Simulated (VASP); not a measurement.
These are SCAN meta-GGA, VASP's PBE PAW potentials (set 64) (plane waves; VASP 6.6.1) values and carry that method's errors.

VASP input:

KPOINTS:
```
K-points
0
Gamma
 16 16 16
0 0 0
```

POSCAR:
```
Ta
1.0
 -1.6702623724   1.6702623724   1.6702623724
  1.6702623724  -1.6702623724   1.6702623724
  1.6702623724   1.6702623724  -1.6702623724
Ta
1
Direct
  0.0000000000   0.0000000000   0.0000000000
```

**INCAR**
```
ALGO = Normal
EDIFF = 1E-7
ENCUT = 520
ISIF = 2
ISMEAR = 1
LASPH = .TRUE.
LCHARG = .FALSE.
LMAXMIX = 6
LMIXTAU = .TRUE.
LREAL = .FALSE.
LWAVE = .FALSE.
METAGGA = SCAN
NELM = 100
PREC = Accurate
SIGMA = 0.1
SYSTEM = Ta
```

POTCAR, in this order: Ta_pv (PBE.64 set). Program: vasp_std.

The resulting files:

OSZICAR:
```
       N       E                     dE             d eps       ncg     rms          rms(c)
DAV:   1    -0.968364542169E+01   -0.96836E+01   -0.67593E+03  2634   0.120E+03
DAV:   2    -0.695702453818E+02   -0.59887E+02   -0.58982E+02  3223   0.250E+02
DAV:   3    -0.703610750979E+02   -0.79083E+00   -0.77847E+00  3060   0.288E+01
DAV:   4    -0.703690356761E+02   -0.79606E-02   -0.79223E-02  3059   0.207E+00
DAV:   5    -0.703690860637E+02   -0.50388E-04   -0.50383E-04  3000   0.139E-01    0.143E+01
DAV:   6    -0.661049795842E+02    0.42641E+01   -0.19986E+00  2711   0.205E+01    0.545E+00
DAV:   7    -0.671450707602E+02   -0.10401E+01   -0.17331E-01  2779   0.735E+00    0.156E+00
DAV:   8    -0.664265938324E+02    0.71848E+00   -0.32958E-01  2659   0.907E+00    0.370E-01
DAV:   9    -0.665496784091E+02   -0.12308E+00   -0.10164E-01  2625   0.416E+00    0.392E-01
DAV:  10    -0.666416051497E+02   -0.91927E-01   -0.16664E-01  2622   0.439E+00    0.292E-01
DAV:  11    -0.665777522096E+02    0.63853E-01   -0.19403E-01  2612   0.479E+00    0.154E-01
DAV:  12    -0.665763473229E+02    0.14049E-02   -0.28515E-02  2650   0.192E+00    0.227E-01
DAV:  13    -0.665789661469E+02   -0.26188E-02   -0.26959E-02  2617   0.204E+00    0.983E-02
DAV:  14    -0.665734911758E+02    0.54750E-02   -0.15906E-02  2614   0.169E+00    0.134E-01
DAV:  15    -0.665737254721E+02   -0.23430E-03   -0.26215E-04  3050   0.210E-01    0.104E-01
DAV:  16    -0.665736768866E+02    0.48586E-04   -0.10468E-05  2901   0.432E-02    0.103E-01
DAV:  17    -0.665736100126E+02    0.66874E-04   -0.39977E-05  2664   0.101E-01    0.887E-02
DAV:  18    -0.665731936984E+02    0.41631E-03   -0.95675E-04  2665   0.454E-01    0.195E-02
DAV:  19    -0.665731209067E+02    0.72792E-04   -0.23996E-04  2661   0.236E-01    0.128E-02
DAV:  20    -0.665731212827E+02   -0.37599E-06   -0.15109E-05  2663   0.586E-02    0.125E-02
DAV:  21    -0.665731110716E+02    0.10211E-04   -0.32805E-05  2619   0.772E-02    0.480E-03
DAV:  22    -0.665731051573E+02    0.59143E-05   -0.17683E-06  2647   0.214E-02    0.291E-03
DAV:  23    -0.665731067835E+02   -0.16262E-05   -0.74682E-07  2644   0.146E-02    0.151E-03
DAV:  24    -0.665731064843E+02    0.29919E-06   -0.20838E-06  2620   0.212E-02    0.162E-03
DAV:  25    -0.665731057752E+02    0.70904E-06   -0.15411E-07  2596   0.593E-03    0.114E-03
DAV:  26    -0.665731061401E+02   -0.36487E-06   -0.64935E-08  1322   0.377E-03    0.592E-04
DAV:  27    -0.665731059133E+02    0.22681E-06   -0.59837E-08  1325   0.328E-03    0.196E-04
DAV:  28    -0.665731060561E+02   -0.14286E-06   -0.14543E-08  1322   0.161E-03    0.884E-05
DAV:  29    -0.665731061239E+02   -0.67776E-07   -0.26111E-09  1320   0.802E-04
   1 F= -.66573106E+02 E0= -.66572973E+02  d E =-.398243E-03
```

**OUTCAR**
```
------------------------ aborting loop because EDIFF is reached ----------------------------------------
  FORCE on cell =-STRESS in cart. coord.  units (eV):
  Direction    XX          YY          ZZ          XY          YZ          ZX
  --------------------------------------------------------------------------------------
  Total       -1.2753963     -1.2753963     -1.2753963      0.0000000      0.0000000     -0.0000000
  in kB     -109.6330919   -109.6330919   -109.6330919      0.0000000      0.0000000     -0.0000000
  external PRESSURE =    -109.6330919 kB  Pullay stress =       0.0000000 kB
  volume of cell :       18.64
      direct lattice vectors                 reciprocal lattice vectors
    -1.670262372  1.670262372  1.670262372     0.000000000  0.299354166  0.299354166
     1.670262372 -1.670262372  1.670262372     0.299354166  0.000000000  0.299354166
     1.670262372  1.670262372 -1.670262372     0.299354166  0.299354166  0.000000000
 POSITION                                       TOTAL-FORCE (eV/Angst)
 -----------------------------------------------------------------------------------
      0.00000      0.00000      0.00000        -0.000000      0.000000     -0.000000
 -----------------------------------------------------------------------------------
    total drift:                                0.000000      0.000000     -0.000000
  FREE ENERGIE OF THE ION-ELECTRON SYSTEM (eV)
  ---------------------------------------------------
  free  energy   TOTEN  =       -66.5731061239 eV

  energy  without entropy=      -66.5727078810  energy(sigma->0) =      -66.57297338
```
(Selected blocks of OUTCAR.)

The compound is Ta in the bcc structure. This cell is one point of a volume scan, at 1.06 of the reference volume.
